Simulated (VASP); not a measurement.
Input:

```
CELL_PARAMETERS angstrom
      2.05673    -3.56237     0.00000
      2.05673     3.56237     0.00000
      0.00000     0.00000     6.43742
ATOMIC_POSITIONS crystal
  Mg 0.00000 0.00000 0.00000
  Mg 0.33333 0.66667 0.62748
  Mg 0.66667 0.33333 0.37252
  Sb 0.33333 0.66667 0.21098
  Sb 0.66667 0.33333 0.78902
```

Method: PBE GGA, VASP's PBE PAW potentials (set 64) (plane waves; VASP). Run with 500 eV cut-off, 9×9×5 Γ-centred mesh, first-order Methfessel-Paxton smearing of 0.10 eV, potentials Mg Sb.

Energy and stress use the plane-wave basis of the starting cell.

**Question.** The ions, cell shape and volume at an external pressure of 45.0 GPa are relaxed. What does this cell relax into?

**Answer.** 
```
CELL_PARAMETERS angstrom
      1.99809    -3.46081     0.00000
      1.99809     3.46081     0.00000
      0.00000     0.00000     6.24882
ATOMIC_POSITIONS crystal
  Mg 0.00000 0.00000 0.00000
  Mg 0.33333 0.66667 0.62608
  Mg 0.66667 0.33333 0.37392
  Sb 0.33333 0.66667 0.20836
  Sb 0.66667 0.33333 0.79164
```
Space group P-3m1 (164), at a tolerance of 0.03 Å.

**Question.** How do energy and volume change from the first to the last step?

**Answer.** The energy (σ→0) changes by +365.5 meV/atom and the volume by -8.4 %, in 10 ionic steps.

The compound is Mg3Sb2 in the a-la2o3 structure. This run relaxes it under an external pressure of 45 GPa. Symmetry was kept, so distortions that lower it aren't found.
